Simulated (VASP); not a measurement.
# Nickel: cell size and functional, part 2 of 2

How much does the relaxed cell of Nickel depend on the functional? The starting structure is a measured crystal structure from the Crystallography Open Database.

VASP 6.6.1.

Results so far: PBEsol 10.35 Å³ an atom; LDA 10.00 Å³ an atom; PBE 10.86 Å³ an atom.

### Step 5. Relaxation with PBEsol + D3(BJ)

Level of this step: PBEsol with D3(BJ), spin-polarised from a ferromagnetic start (one magnetic atom a cell); plane waves and PAW (Ni) (VASP).

D3 with Becke-Johnson damping keeps a finite attraction at short range. This run starts from the cell of an earlier relaxation, which isn't shown; the restart sets up the plane waves anew.

INCAR

```
SYSTEM = Ni
PREC = Accurate
ENCUT = 450
EDIFF = 1E-06
NELM = 100
ISMEAR = 1
SIGMA = 0.1
LREAL = .FALSE.
ALGO = Normal
GGA = PS
IVDW = 12
NBANDS = 11
ISPIN = 2
MAGMOM = 1
LMAXMIX = 4
LORBIT = 11
LWAVE = .FALSE.
LCHARG = .FALSE.
KPAR = 2
IBRION = 2
NSW = 50
ISIF = 3
EDIFFG = -0.01
```

POSCAR

```
Ni
1.0
    0.0000000000      1.7130910446      1.7130910446
    1.7130910446      0.0000000000      1.7130910446
    1.7130910446      1.7130910446      0.0000000000
Ni
1
Direct
    0.0000000000      0.0000000000      0.0000000000
```

KPOINTS

```
Automatic mesh
0
Gamma
14 14 14
0 0 0
```

Potentials, in the order of the species: Ni (PBE family, release 64).

On the command line:

```sh
mpirun -np 2 vasp_std
```

Output:

```text
[banner, memory and clock lines left out]
running    2 mpi-ranks, on    1 nodes
[...]
[... a notice as in an earlier step ...]

 LDA part: xc-table for (Slater+PW92), standard interpolation
 POSCAR, INCAR and KPOINTS ok, starting setup
[...]
entering main loop
       N       E                     dE             d eps       ncg     rms          rms(c)
DAV:   1     0.255910566503E+02    0.25591E+02   -0.42858E+03  4790   0.108E+03
DAV:   2    -0.653580029169E+01   -0.32127E+02   -0.30402E+02  4762   0.163E+02
DAV:   3    -0.732501449500E+01   -0.78921E+00   -0.77457E+00  5134   0.298E+01
DAV:   4    -0.733135450797E+01   -0.63400E-02   -0.63388E-02  5153   0.236E+00
[...]
DAV:  10    -0.612480612258E+01    0.82071E-03   -0.91915E-04  6477   0.210E-01    0.407E-02
DAV:  11    -0.612480916643E+01   -0.30438E-05   -0.11094E-05  5647   0.291E-02    0.226E-02
DAV:  12    -0.612481014904E+01   -0.98260E-06   -0.53877E-06  4703   0.171E-02
   1 F= -.65764952E+01 E0= -.65762995E+01  d E =-.657650E+01  mag=     0.5517
[...]
reached required accuracy - stopping structural energy minimisation
```

The job ended after 5.2 s (2 MPI ranks of AMD EPYC 9R45, shared host; peak memory 0.22 GiB; 9.3 s of CPU time).

OUTCAR, selected parts (step 5):

```text
 Edisp (eV)   -0.45169

  Total      -0.00099    -0.00099    -0.00099    -0.00000     0.00000     0.00000
  in kB      -0.15803    -0.15803    -0.15803    -0.00000     0.00000     0.00000
  external pressure =       -0.16 kB  Pullay stress =        0.00 kB

 POSITION                                       TOTAL-FORCE (eV/Angst)
 -----------------------------------------------------------------------------------
      0.00000      0.00000      0.00000         0.000000     -0.000000     -0.000000
 -----------------------------------------------------------------------------------
    total drift:                                0.000000     -0.000000      0.000000

  FREE ENERGIE OF THE ION-ELECTRON SYSTEM (eV)
  ---------------------------------------------------
  free  energy   TOTEN  =        -6.5764952426 eV

  energy  without entropy=       -6.5759079442  energy(sigma->0) =       -6.57629948

 magnetization (x)
# of ion       s       p       d       tot
------------------------------------------
    1       -0.008  -0.026   0.589   0.556

[... 2 parts as in an earlier step ...]

[... 2 further parts left out ...]
[key lines of the parts left out:]
E-fermi :  10.3496
```

With PBEsol + D3(BJ) the relaxed cell holds 10.055 Å³ an atom, -8.10 % against the measured cell, with a = 3.426 Å. That is -2.87 % from PBEsol.

### Step 6. Relaxation with r2SCAN

r2SCAN adds the kinetic-energy density, costs more than a GGA and is run with LASPH. This run starts from the cell of an earlier relaxation, which isn't shown; the restart sets up the plane waves anew.

Edit INCAR of step 5 so:

```diff
@@ -9,4 +9,4 @@
 ALGO = Normal
-GGA = PS
-IVDW = 12
+METAGGA = R2SCAN
+LASPH = .TRUE.
 NBANDS = 11
```

POSCAR

```
Ni
1.0
    0.0000000000      1.7406276863      1.7406276863
    1.7406276863      0.0000000000      1.7406276863
    1.7406276863      1.7406276863      0.0000000000
Ni
1
Direct
    0.0000000000      0.0000000000      0.0000000000
```

KPOINTS is that of step 5.

On the command line:

```sh
mpirun -np 2 vasp_std
```

Output:

```text
[banner, memory and clock lines left out]
running    2 mpi-ranks, on    1 nodes
[...]
[... a notice as in an earlier step ...]

 LDA part: xc-table for (None), standard interpolation
 POSCAR, INCAR and KPOINTS ok, starting setup
[...]
entering main loop
       N       E                     dE             d eps       ncg     rms          rms(c)
DAV:   1     0.189064120799E+02    0.18906E+02   -0.43608E+03  4726   0.109E+03
DAV:   2    -0.134091859787E+02   -0.32316E+02   -0.30399E+02  4803   0.165E+02
DAV:   3    -0.142694500896E+02   -0.86026E+00   -0.85743E+00  5202   0.323E+01
DAV:   4    -0.142772735483E+02   -0.78235E-02   -0.78220E-02  5255   0.271E+00
[...]
DAV:  13    -0.119424468520E+02   -0.11474E-05   -0.16563E-05  5452   0.455E-02    0.681E-03
DAV:  14    -0.119424488348E+02   -0.19828E-05   -0.14887E-06  3069   0.148E-02    0.168E-03
DAV:  15    -0.119424487420E+02    0.92813E-07   -0.91288E-08  2480   0.348E-03
   1 F= -.11942449E+02 E0= -.11942546E+02  d E =-.119424E+02  mag=     0.7508
[...]
DAV:   3    -0.119424533361E+02    0.13976E-03   -0.10469E-03  5665   0.442E-01    0.389E-02
DAV:   4    -0.119424496227E+02    0.37134E-05   -0.18407E-05  4994   0.315E-02    0.171E-02
DAV:   5    -0.119424467881E+02    0.28345E-05   -0.44611E-06  5338   0.198E-02    0.441E-03
DAV:   6    -0.119424465758E+02    0.21232E-06   -0.96084E-08  2450   0.364E-03
   2 F= -.11942447E+02 E0= -.11942542E+02  d E =0.216618E-05  mag=     0.7508
 trial-energy change:    0.000002  1 .order    0.000001   -0.000022    0.000023
 step:   0.4834(harm=  0.4834)  dis= 0.00000  next Energy=   -11.942454 (dE=-0.528E-05)
[...]
N       E                     dE             d eps       ncg     rms          rms(c)
DAV:   1    -0.119426021167E+02   -0.15533E-03   -0.21681E-03  5617   0.709E-01    0.102E-01
DAV:   2    -0.119424960806E+02    0.10604E-03   -0.19510E-03  5665   0.588E-01    0.560E-02
DAV:   3    -0.119424555685E+02    0.40512E-04   -0.27804E-04  5653   0.228E-01    0.202E-02
DAV:   4    -0.119424534062E+02    0.21623E-05   -0.50792E-06  4746   0.165E-02    0.881E-03
DAV:   5    -0.119424527641E+02    0.64216E-06   -0.11573E-06  2677   0.103E-02
   3 F= -.11942453E+02 E0= -.11942549E+02  d E =-.402211E-05  mag=     0.7509
[...]
reached required accuracy - stopping structural energy minimisation
```

Elapsed: 50 s, on 2 MPI ranks; peak memory 0.21 GiB; 98 s of CPU time.

From OUTCAR (step 6):

```text
  Total       -0.0010805     -0.0010805     -0.0010805      0.0000000      0.0000000      0.0000000
  in kB       -0.1642654     -0.1642654     -0.1642654      0.0000000      0.0000000      0.0000000
  external PRESSURE =      -0.1642654 kB  Pullay stress =       0.0000000 kB

 POSITION                                       TOTAL-FORCE (eV/Angst)
 -----------------------------------------------------------------------------------
      0.00000      0.00000      0.00000        -0.000000     -0.000000     -0.000000
 -----------------------------------------------------------------------------------
    total drift:                                0.000000      0.000000      0.000000

  FREE ENERGIE OF THE ION-ELECTRON SYSTEM (eV)
  ---------------------------------------------------
  free  energy   TOTEN  =       -11.9424527641 eV

  energy  without entropy=      -11.9427421067  energy(sigma->0) =      -11.94254921

 magnetization (x)
# of ion       s       p       d       tot
------------------------------------------
    1       -0.009  -0.044   0.823   0.770

[... 2 parts as in an earlier step ...]

[... 2 further parts left out ...]
[key lines of the parts left out:]
E-fermi :   9.7966
```

With r2SCAN the relaxed cell holds 10.538 Å³ an atom, -3.68 % against the measured cell, with a = 3.480 Å. That is +1.80 % from PBEsol.

### Step 7. Relaxation with r2SCAN + rVV10

rVV10 adds a nonlocal correlation energy for dispersion. This run starts from the cell of an earlier relaxation, which isn't shown; the restart sets up the plane waves anew.

Edit INCAR of step 6 so:

```diff
@@ -10,2 +10,6 @@
 METAGGA = R2SCAN
+LUSE_VDW = .TRUE.
+IVDW_NL = 2
+BPARAM = 11.95
+CPARAM = 0.0093
 LASPH = .TRUE.
```

POSCAR

```
Ni
1.0
    0.0000000000      1.7354091943      1.7354091943
    1.7354091943      0.0000000000      1.7354091943
    1.7354091943      1.7354091943      0.0000000000
Ni
1
Direct
    0.0000000000      0.0000000000      0.0000000000
```

KPOINTS is that of step 6.

On the command line:

```sh
mpirun -np 2 vasp_std
```

Output:

```text
[banner, memory and clock lines left out]
running    2 mpi-ranks, on    1 nodes
[...]
|                                                                             |
|               ----> ADVICE to this user running VASP <----                  |
|                                                                             |
|     You have switched on vdW-DFT.                                           |
|     This routine was written and supplied by Jiri Klimes. We recommend      |
|     that you carefully read and cite the following publications:            |
|       J. Klimes, D.R. Bowler, A. Michelides                                 |
|          J. Phys.: Cond Matt. 22 022201 (2010)                              |
|       J. Klimes, D.R. Bowler, A. Michelides                                 |
|          Phys. Rev. B. 83, 195131 (2011)                                    |
|     and references therein.                                                 |
|                                                                             |

[...]
DAV:  11    -0.117017656951E+02   -0.70957E-04   -0.52764E-04  6432   0.310E-01    0.645E-02
Total rVV10 correction in eV:      0.2398386    11.2174082
Total rVV10 correction in eV:      0.2398386    11.2174082
DAV:  12    -0.117017668014E+02   -0.11064E-05   -0.21077E-05  5859   0.534E-02    0.244E-02
Total rVV10 correction in eV:      0.2398674    11.2174082
Total rVV10 correction in eV:      0.2398674    11.2174082
DAV:  13    -0.117017679332E+02   -0.11318E-05   -0.15080E-05  5431   0.434E-02    0.671E-03
Total rVV10 correction in eV:      0.2398776    11.2174082
Total rVV10 correction in eV:      0.2398776    11.2174082
DAV:  14    -0.117017699932E+02   -0.20600E-05   -0.14213E-06  3030   0.143E-02    0.154E-03
Total rVV10 correction in eV:      0.2398806    11.2174082
Total rVV10 correction in eV:      0.2398806    11.2174082
DAV:  15    -0.117017698877E+02    0.10556E-06   -0.78365E-08  2486   0.314E-03
Total rVV10 correction in eV:      0.2398847    11.2174082
Total rVV10 correction in eV:      0.2398847    11.2174082
Total rVV10 correction in eV:      0.2398831    11.2174082
Total rVV10 correction in eV:      0.2398831    11.2174082
   1 F= -.11701770E+02 E0= -.11701864E+02  d E =-.117018E+02  mag=     0.7512
[...]
reached required accuracy - stopping structural energy minimisation
```

It took 30 s on 2 MPI ranks; peak memory 0.29 GiB; 58 s of CPU time.

Parts of OUTCAR (step 7):

```text
  Total       -0.0094947     -0.0094947     -0.0094947     -0.0000000     -0.0000000      0.0000000
  in kB       -1.4553178     -1.4553178     -1.4553178     -0.0000000     -0.0000000      0.0000000
  external PRESSURE =      -1.4553178 kB  Pullay stress =       0.0000000 kB

  FREE ENERGIE OF THE ION-ELECTRON SYSTEM (eV)
  ---------------------------------------------------
  free  energy   TOTEN  =       -11.7017698877 eV

  energy  without entropy=      -11.7020517230  energy(sigma->0) =      -11.70186383

 magnetization (x)
# of ion       s       p       d       tot
------------------------------------------
    1       -0.009  -0.045   0.823   0.769

[... 3 parts as in an earlier step ...]

[... 2 further parts left out ...]
[key lines of the parts left out:]
E-fermi :   9.9007
```

With r2SCAN + rVV10 the relaxed cell holds 10.453 Å³ an atom, -4.46 % against the measured cell, with a = 3.471 Å. That is +0.98 % from PBEsol.

### Step 8. Relaxation with rev-vdW-DF2

rev-vdW-DF2 revises the exchange of vdW-DF2 for solids.

Edit INCAR of step 7 so:

```diff
@@ -9,7 +9,8 @@
 ALGO = Normal
-METAGGA = R2SCAN
+GGA = MK
+AGGAC = 0
 LUSE_VDW = .TRUE.
-IVDW_NL = 2
-BPARAM = 11.95
-CPARAM = 0.0093
+PARAM1 = 0.1234
+PARAM2 = 0.711357
+ZAB_VDW = -1.8867
 LASPH = .TRUE.
```

POSCAR

```
Ni
1.0
    0.0000000000      1.7620000000      1.7620000000
    1.7620000000      0.0000000000      1.7620000000
    1.7620000000      1.7620000000      0.0000000000
Ni
1
Direct
    0.0000000000      0.0000000000      0.0000000000
```

KPOINTS is that of step 7.

On the command line:

```sh
mpirun -np 2 vasp_std
```

Output:

```text
[banner, memory and clock lines left out]
running    2 mpi-ranks, on    1 nodes
[...]
[... a notice as in an earlier step ...]

 [... a notice as in an earlier step ...]

 LDA part: xc-table for (Slater+PW92), standard interpolation
 POSCAR, INCAR and KPOINTS ok, starting setup
[...]
entering main loop
       N       E                     dE             d eps       ncg     rms          rms(c)
DAV:   1     0.283274092605E+02    0.28327E+02   -0.42769E+03  4788   0.104E+03
DAV:   2    -0.335042213182E+01   -0.31678E+02   -0.29744E+02  4762   0.160E+02
DAV:   3    -0.415911493612E+01   -0.80869E+00   -0.80034E+00  5185   0.301E+01
DAV:   4    -0.416569367029E+01   -0.65787E-02   -0.65776E-02  5156   0.238E+00
[...]
DAV:  11    -0.314565872654E+01   -0.62028E-05   -0.12601E-05  5341   0.338E-02    0.238E-02
DAV:  12    -0.314565990677E+01   -0.11802E-05   -0.29391E-06  4239   0.158E-02    0.126E-02
DAV:  13    -0.314565948887E+01    0.41790E-06   -0.62997E-07  2525   0.111E-02
[...]
DAV:   9    -0.314611060093E+01    0.22035E-06   -0.26681E-07  2474   0.626E-03
   2 F= -.31461106E+01 E0= -.31459409E+01  d E =-.451112E-03  mag=     0.5479
 trial-energy change:   -0.000451  1 .order    0.000368   -0.023192    0.023927
 step:   0.5182(harm=  0.4922)  dis= 0.00000  next Energy=    -3.151783 (dE=-0.612E-02)
[...]
N       E                     dE             d eps       ncg     rms          rms(c)
DAV:   1    -0.329841471846E+01   -0.15230E+00   -0.20767E+00  5428   0.220E+01    0.325E+00
DAV:   2    -0.320367198286E+01    0.94743E-01   -0.21407E+00  5557   0.186E+01    0.174E+00
DAV:   3    -0.315505173134E+01    0.48620E-01   -0.32593E-01  5413   0.798E+00    0.523E-01
DAV:   4    -0.315218778207E+01    0.28639E-02   -0.20600E-03  5097   0.394E-01    0.295E-01
DAV:   5    -0.315185860855E+01    0.32917E-03   -0.77787E-04  6127   0.178E-01    0.643E-02
DAV:   6    -0.315186635199E+01   -0.77434E-05   -0.23859E-05  5167   0.525E-02    0.354E-02
DAV:   7    -0.315187476425E+01   -0.84123E-05   -0.34597E-06  4244   0.206E-02    0.117E-02
DAV:   8    -0.315187545968E+01   -0.69543E-06   -0.33696E-07  2441   0.752E-03
   3 F= -.31518755E+01 E0= -.31517175E+01  d E =-.621597E-02  mag=     0.5557
[...]
reached required accuracy - stopping structural energy minimisation
```

Wall time 23 s (2 MPI ranks); peak memory 0.4 GiB.

OUTCAR, selected parts (step 8):

```text
  Total        0.0002865      0.0002865      0.0002865      0.0000000      0.0000000     -0.0000000
  in kB        0.0432390      0.0432390      0.0432390      0.0000000      0.0000000     -0.0000000
  external PRESSURE =       0.0432390 kB  Pullay stress =       0.0000000 kB

 POSITION                                       TOTAL-FORCE (eV/Angst)
 -----------------------------------------------------------------------------------
      0.00000      0.00000      0.00000        -0.000000      0.000000     -0.000000
 -----------------------------------------------------------------------------------
    total drift:                                0.000000     -0.000000      0.000000

  FREE ENERGIE OF THE ION-ELECTRON SYSTEM (eV)
  ---------------------------------------------------
  free  energy   TOTEN  =        -3.1518754597 eV

  energy  without entropy=       -3.1514016462  energy(sigma->0) =       -3.15171752

 magnetization (x)
# of ion       s       p       d       tot
------------------------------------------
    1       -0.008  -0.024   0.596   0.563

[... 2 parts as in an earlier step ...]

[... 2 further parts left out ...]
[key lines of the parts left out:]
E-fermi :   9.5558
```

With rev-vdW-DF2 the relaxed cell holds 10.616 Å³ an atom, -2.97 % against the measured cell, with a = 3.489 Å. That is +2.55 % from PBEsol.

### Step 9. Relaxation with PBEsol + D4

D4 lets the coefficients depend on atomic charges too. This run starts from the cell of an earlier relaxation, which isn't shown; the restart sets up the plane waves anew.

Edit INCAR of step 8 so:

```diff
@@ -9,9 +9,4 @@
 ALGO = Normal
-GGA = MK
-AGGAC = 0
-LUSE_VDW = .TRUE.
-PARAM1 = 0.1234
-PARAM2 = 0.711357
-ZAB_VDW = -1.8867
-LASPH = .TRUE.
+GGA = PS
+IVDW = 13
 NBANDS = 11
```

POSCAR

```
Ni
1.0
    0.0000000000      1.7203663140      1.7203663140
    1.7203663140      0.0000000000      1.7203663140
    1.7203663140      1.7203663140      0.0000000000
Ni
1
Direct
    0.0000000000      0.0000000000      0.0000000000
```

KPOINTS is that of step 8.

On the command line:

```sh
mpirun -np 2 vasp_std
```

Output:

```text
[... set-up lines as in an earlier step ...]
 entering main loop
       N       E                     dE             d eps       ncg     rms          rms(c)
DAV:   1     0.246674172928E+02    0.24667E+02   -0.42291E+03  4790   0.106E+03
DAV:   2    -0.659594558296E+01   -0.31263E+02   -0.29524E+02  4750   0.162E+02
DAV:   3    -0.733482643729E+01   -0.73888E+00   -0.73521E+00  5129   0.294E+01
DAV:   4    -0.734058522793E+01   -0.57588E-02   -0.57578E-02  5104   0.224E+00
[...]
DAV:  11    -0.612938059636E+01   -0.20035E-05   -0.13419E-05  5667   0.309E-02    0.234E-02
DAV:  12    -0.612938163132E+01   -0.10350E-05   -0.51174E-06  4537   0.167E-02    0.118E-02
DAV:  13    -0.612938142310E+01    0.20822E-06   -0.42826E-07  2531   0.982E-03
   1 F= -.64074689E+01 E0= -.64072857E+01  d E =-.640747E+01  mag=     0.5553
[...]
reached required accuracy - stopping structural energy minimisation
```

Elapsed: 5.8 s, on 2 MPI ranks; peak memory 0.2 GiB.

OUTCAR, selected parts (step 9):

```text
  Edisp (eV):   -0.27809

  Total      -0.00223    -0.00223    -0.00223     0.00000     0.00000     0.00000
  in kB      -0.35162    -0.35162    -0.35162     0.00000     0.00000     0.00000
  external pressure =       -0.35 kB  Pullay stress =        0.00 kB

 POSITION                                       TOTAL-FORCE (eV/Angst)
 -----------------------------------------------------------------------------------
      0.00000      0.00000      0.00000         0.000000     -0.000000      0.000000
 -----------------------------------------------------------------------------------
    total drift:                                0.000000     -0.000000      0.000000

  FREE ENERGIE OF THE ION-ELECTRON SYSTEM (eV)
  ---------------------------------------------------
  free  energy   TOTEN  =        -6.4074689492 eV

  energy  without entropy=       -6.4069191606  energy(sigma->0) =       -6.40728569

 magnetization (x)
# of ion       s       p       d       tot
------------------------------------------
    1       -0.008  -0.026   0.594   0.560

[... 2 parts as in an earlier step ...]

[... 2 further parts left out ...]
[key lines of the parts left out:]
E-fermi :  10.1558
```

With PBEsol + D4 the relaxed cell holds 10.183 Å³ an atom, -6.92 % against the measured cell, with a = 3.441 Å. That is -1.63 % from PBEsol.

### Step 10. All runs side by side

```tsv
level	volume (Å³/atom)	against the measured cell (%)	a (Å)	pressure left (GPa)	core minutes
PBEsol	10.352	-5.38	3.4596	0.01	0.713
LDA	10.003	-8.57	3.4203	0.04	0.753
PBE	10.858	-0.76	3.5151	0.02	0.347
PBEsol + D3(BJ)	10.055	-8.1	3.4262	-0.02	0.64
r2SCAN	10.538	-3.68	3.4803	-0.02	3.8
r2SCAN + rVV10	10.453	-4.46	3.4708	-0.15	4.83
rev-vdW-DF2	10.616	-2.97	3.4887	0.0	0.767
PBEsol + D4	10.183	-6.92	3.4407	-0.04	0.693
```

Core minutes are wall time times ranks, summed over the relaxations behind a row (those for a bulk modulus apart), on shared hosts.

### Step 11. Summary of results

```
volume, PBEsol          : 10.35 Å³/atom
volume, LDA             : 10.00 Å³/atom
volume, PBE             : 10.86 Å³/atom
volume, PBEsol + D3(BJ) : 10.05 Å³/atom
volume, r2SCAN          : 10.54 Å³/atom
volume, r2SCAN + rVV10  : 10.45 Å³/atom
volume, rev-vdW-DF2     : 10.62 Å³/atom
volume, PBEsol + D4     : 10.18 Å³/atom
```

**Reading.** Across 8 levels the volume of Nickel spans 8.6 %, from 10.00 Å³ an atom (LDA) to 10.86 Å³ (PBE). Against the measured volume of the starting structure, PBE comes nearest (-0.8 %) and LDA lies farthest (-8.6 %). The measured cell holds zero-point expansion and, unless it was taken cold, thermal expansion, which the runs lack, so small differences decide nothing. Adding D3(BJ) to PBEsol changes the volume by -2.9 %. Adding rVV10 to r2SCAN changes the volume by -0.8 %. Adding D4 to PBEsol changes the volume by -1.6 %. LASPH is on in some of these runs and off in others, which adds a little to the differences. All runs keep the symmetry of the start, so they can't find a distortion of lower symmetry. Further runs on this material are not shown.

[Lines on the potential files, build, host, timing and source positions are cut from VASP's logs without a mark.]

[Logs are printed without paths, hosts, clocks, repeated set-up lines and the standing remarks that a program may print on its own settings, such as how far it seeks lower states.]

[Hosts, paths, dates, database ids (printed as entryN), source tags and the programs' standing remarks are cut or masked in the printed files.]
